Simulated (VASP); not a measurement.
VASP ran on this input.

**KPOINTS**
```
kpoints
0
G
11 11 11
```

### POSCAR
```
FeAl
1
    2.9682000000     0.0000000000     0.0000000000
    0.0000000000     2.9682000000     0.0000000000
    0.0000000000     0.0000000000     2.9682000000
Al Fe
1 1
Direct
  0.5000000000   0.5000000000   0.5000000000
  0.0000000000   0.0000000000   0.0000000000
```

**INCAR**
```
ALGO = Normal
EDIFF = 1E-6
ENCUT = 400
GGA = PE
ISIF = 2
ISMEAR = 1
LASPH = .TRUE.
LCHARG = .FALSE.
LDAU = .TRUE.
LDAUJ = 0 0
LDAUL = -1 2
LDAUPRINT = 1
LDAUTYPE = 2
LDAUU = 0 5.0
LMAXMIX = 2
LORBIT = 10
LREAL = .FALSE.
LWAVE = .FALSE.
NELM = 100
PREC = Accurate
SIGMA = 0.1
SYSTEM = FeAl
```

POTCAR, in this order: Al Fe (PBE.64 set). Program: vasp_std.

Translate this PBE+U calculation to Ansatz.

One equivalent input (not run):
Ansatz 0.2 input:
```yaml
crystal:
  lattice:
    - [2.9682000, 0.0000000, 0.0000000]
    - [0.0000000, 2.9682000, 0.0000000]
    - [0.0000000, 0.0000000, 2.9682000]
  atoms:
    - { symbol: Al, position: [0.5000000, 0.5000000, 0.5000000] }
    - { symbol: Fe, position: [0.0000000, 0.0000000, 0.0000000] }
kpoints:
  mp_grid: { grid: [11, 11, 11] }
hamiltonian:
  xc: pbe
  pseudopotentials: { kind: paw }
  hubbard:
    sites:
      - { species: Fe, l: d, u_eff: 5 }
scf:
  occupations: { method: methfessel_paxton, width: 0.1 }
  max_iter: 100
output: { forces: true, stress: true, eigenvalues: true }
```
The two are equivalent in intent, not identical: each code has its own PAW files, so the cut-off isn't converted (ENCUT is set for VASP's; basis.ecutwfc is left out, and Ansatz then takes the one that its files recommend); Ansatz stops its SCF on the density residual and VASP on the energy change (EDIFF); the +U projectors differ, so the same U acts differently.

The compound is FeAl in the CsCl type structure. The cell was not relaxed at this level. The run is one of a series of settings (LDAU = .TRUE., LDAUJ = 0 0, LDAUL = -1 2, LDAUTYPE = 2, LDAUU = 0 5.0, LMAXMIX = 2 against the base run), some of them coarse on purpose.
